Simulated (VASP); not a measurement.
All values below come from PBE GGA, VASP's PBE PAW potentials (set 64) (plane waves; VASP).

A VASP calculation is set up with these files.

INCAR:
```
ALGO = Normal
EDIFF = 1E-6
ENCUT = 400
GGA = PE
ISIF = 2
ISMEAR = 1
ISPIN = 2
LASPH = .TRUE.
LCHARG = .FALSE.
LMAXMIX = 6
LORBIT = 10
LREAL = .FALSE.
LWAVE = .FALSE.
MAGMOM = 3.0 0.0
NELM = 100
NUPDOWN = 2
PREC = Accurate
SIGMA = 0.1
SYSTEM = FePt
```

### POSCAR
```
FePt
1
    2.7744000000     0.0000000000     0.0000000000
    0.0000000000     2.7744000000     0.0000000000
    0.0000000000     0.0000000000     3.7842000000
Fe Pt
1 1
Direct
  0.0000000000   0.0000000000   0.0000000000
  0.5000000000   0.5000000000   0.5000000000
```

### KPOINTS
```
Automatic mesh
0
Gamma
12 12 9
0 0 0
```

POTCAR, in this order: Fe Pt (PBE.64 set). Program: vasp_std.

The run wrote:

OSZICAR:
```
       N       E                     dE             d eps       ncg     rms          rms(c)
DAV:   1     0.774146725842E+02    0.77415E+02   -0.74496E+03  8832   0.106E+03
DAV:   2    -0.132828940433E+02   -0.90698E+02   -0.81889E+02  8653   0.227E+02
DAV:   3    -0.158884409617E+02   -0.26055E+01   -0.25010E+01 10732   0.460E+01
DAV:   4    -0.159170010791E+02   -0.28560E-01   -0.28537E-01  9446   0.429E+00
DAV:   5    -0.159178094520E+02   -0.80837E-03   -0.80835E-03 11259   0.817E-01    0.150E+01
DAV:   6    -0.188455522527E+02   -0.29277E+01   -0.15313E+01  9082   0.903E+01    0.276E+01
DAV:   7    -0.143833569004E+02    0.44622E+01   -0.92674E+00 10867   0.868E+01    0.644E+00
DAV:   8    -0.143405982365E+02    0.42759E-01   -0.51418E-01 10256   0.923E+00    0.240E+00
DAV:   9    -0.143385344125E+02    0.20638E-02   -0.50268E-02 11217   0.303E+00    0.125E+00
DAV:  10    -0.143382380543E+02    0.29636E-03   -0.57603E-03 12004   0.126E+00    0.444E-01
DAV:  11    -0.143381333605E+02    0.10469E-03   -0.14647E-03 12211   0.642E-01    0.203E-01
DAV:  12    -0.143382008557E+02   -0.67495E-04   -0.14402E-04 11001   0.167E-01    0.105E-01
DAV:  13    -0.143382336441E+02   -0.32788E-04   -0.55162E-05 12076   0.133E-01    0.374E-02
DAV:  14    -0.143382387461E+02   -0.51020E-05   -0.55756E-06 10446   0.301E-02    0.138E-02
DAV:  15    -0.143382405252E+02   -0.17791E-05   -0.14388E-06  5897   0.177E-02    0.752E-03
DAV:  16    -0.143382405951E+02   -0.69923E-07   -0.50948E-07  4866   0.137E-02
   1 F= -.14338241E+02 E0= -.14338143E+02  d E =-.293928E-03  mag=     2.0000
```

OUTCAR:
```
------------------------ aborting loop because EDIFF is reached ----------------------------------------
  FORCE on cell =-STRESS in cart. coord.  units (eV):
  Direction    XX          YY          ZZ          XY          YZ          ZX
  --------------------------------------------------------------------------------------
  Total       -2.9938709     -2.9938709     -2.1672401      0.0000000      0.0000000      0.0000000
  in kB     -164.6764204   -164.6764204   -119.2079956      0.0000000      0.0000000      0.0000000
  external PRESSURE =    -149.5202788 kB  Pullay stress =       0.0000000 kB
  volume of cell :       29.13
      direct lattice vectors                 reciprocal lattice vectors
     2.774400000  0.000000000  0.000000000     0.360438293  0.000000000  0.000000000
     0.000000000  2.774400000  0.000000000     0.000000000  0.360438293  0.000000000
     0.000000000  0.000000000  3.784200000     0.000000000  0.000000000  0.264256646
 POSITION                                       TOTAL-FORCE (eV/Angst)
 -----------------------------------------------------------------------------------
      0.00000      0.00000      0.00000         0.000000      0.000000      0.000000
      1.38720      1.38720      1.89210         0.000000      0.000000      0.000000
 -----------------------------------------------------------------------------------
    total drift:                                0.000000     -0.000000     -0.000000
  FREE ENERGIE OF THE ION-ELECTRON SYSTEM (eV)
  ---------------------------------------------------
  free  energy   TOTEN  =       -14.3382405951 eV

  energy  without entropy=      -14.3379466670  energy(sigma->0) =      -14.33814262

 total charge

# of ion       s       p       d       tot
------------------------------------------
    1        0.378   0.396   6.155   6.930
    2        0.685   0.602   7.968   9.255
--------------------------------------------------
tot          1.063   0.998  14.123  16.184

 magnetization (x)

# of ion       s       p       d       tot
------------------------------------------
    1       -0.001  -0.012   2.129   2.116
    2       -0.029  -0.071  -0.002  -0.102
--------------------------------------------------
tot         -0.030  -0.084   2.128   2.014
```
(Selected blocks of OUTCAR.)

The compound is FePt in the L1_0 structure. The cell was not relaxed at this level. The run is one of a series of settings (NUPDOWN = 2 against the base run), some of them coarse on purpose.
